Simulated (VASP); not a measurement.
A run of VASP 6.6.1 is set up as follows.

INCAR

```
SYSTEM = ZrSeBr
PREC = Accurate ; ENCUT = 520
EDIFF = 1E-6 ; ISMEAR = 0
SIGMA = 0.1 ; LREAL = .FALSE.
LASPH = .TRUE. ; NELM = 100
ALGO = Fast ; ISIF = 2
LWAVE = .FALSE. ; LCHARG = .TRUE.
GGA = PE ; LELF = .TRUE.
LVHAR = .TRUE. ; NBANDS = 34
```

File KPOINTS:

```
regular mesh
0
G
  12 12 6
  0 0 0
```

POSCAR

```
ZrSeBr
1.0
    4.8934939466      0.0000000000      0.0000000000
   -2.4467469733      4.2378900711      0.0000000000
    0.0000000000      0.0000000000      6.2403149475
Zr Se Br
2 2 2
Direct
    0.3333333333      0.6666666667      0.7500000000
    0.6666666667      0.3333333333      0.2500000000
    0.3333333333      0.6666666667      0.2500000000
    0.6666666667      0.3333333333      0.7500000000
    0.0000000000      0.0000000000      0.0000000000
    0.0000000000      0.0000000000      0.5000000000
```

Potentials or basis: VASP PAW PBE potentials, release 64 (Zr_sv, Se, Br).

Launch:

```sh
$ cat potpaw_PBE.64/Zr_sv/POTCAR potpaw_PBE.64/Se/POTCAR potpaw_PBE.64/Br/POTCAR > POTCAR
$ mpirun -np 1 vasp_std > vasp.out
```

Question: Predict the band gap on the k mesh.

Answer: None (metal or under the smearing width).

Question: What does it give for the pressure?

Answer: 0.1 GPa.
